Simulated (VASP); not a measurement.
Set up this calculation in VASP 6.6.1, as the native input.

| Item | Value |
| --- | --- |
| Task | relaxation of cell and atoms |
| Functional | RPBE |
| Potentials or basis | VASP PAW PBE potentials, release 64 (Be, Os, F) |
| Cutoff | 600 eV |
| k mesh | 9 × 9 × 8 |
| Occupations | gaussian, width 0.05 eV |
| Spin | no spin polarisation |
| Further INCAR settings | ALGO = Normal; EDIFF = 1e-06; IBRION = 2; EDIFFG = -0.01; NSW = 60; ISIF = 3 |

The structure of BeOsF lies in POSCAR:

```
BeOsF
1.0
    3.4755500200      0.0000000000      0.0000000000
   -1.7377750100      3.0099146100      0.0000000000
    0.0000000000      0.0000000000      3.4842265700
Be Os F
1 1 1
Direct
    0.3333333300      0.6666666700      0.5000000000
    0.0000000000      0.0000000000      0.5000000000
    0.6666666700      0.3333333300      0.0000000000
```

The cell was built by a generator and needn't be a form met in nature.

One way to write it, as run:

INCAR

```
SYSTEM = BeOsF
PREC = Accurate
ENCUT = 600
EDIFF = 1E-6
ISMEAR = 0
SIGMA = 0.05
LREAL = .False.
LASPH = .True.
NELM = 80
ALGO = Normal
ISIF = 3
LWAVE = .False.
LCHARG = .False.
GGA = RP
IBRION = 2
NSW = 60
EDIFFG = -0.01
```

KPOINTS

```
regular mesh
0
Gamma
  9 9 8
  0 0 0
```

Potentials or basis: VASP PAW PBE potentials, release 64 (Be, Os, F).

The run is started by

```console
$ cat potpaw_PBE.64/Be/POTCAR potpaw_PBE.64/Os/POTCAR potpaw_PBE.64/F/POTCAR > POTCAR
$ mpirun -np 1 vasp_std > vasp.out
```

Results of the run:

| Item | Value |
| --- | --- |
| Relaxed volume | 12.00 Å³/atom |
| Relaxed cell | a = 4.093 Å, b = 4.093 Å, c = 2.482 Å, α = 90.00°, β = 90.00°, γ = 120.00° |
| Space group after relaxing (to 0.05 Å) | P-6m2 (No. 187) |
| Energy gained by relaxing | 847.2 meV/atom |
| Ionic steps | 13 |
| Pressure after relaxing | 0.0 GPa |
| Band gap on the k mesh | none (metal or under the smearing width) |

Caveat: the PAW data sets were made with another functional, which shifts forces and pressure a little; an odd number of electrons without spin polarisation forces a metal; a magnetic or distorted state may lie lower.

Run time: 8.2 min on 1 thread of AMD EPYC 7571, with other jobs on the host, peak memory 0.17 GiB.
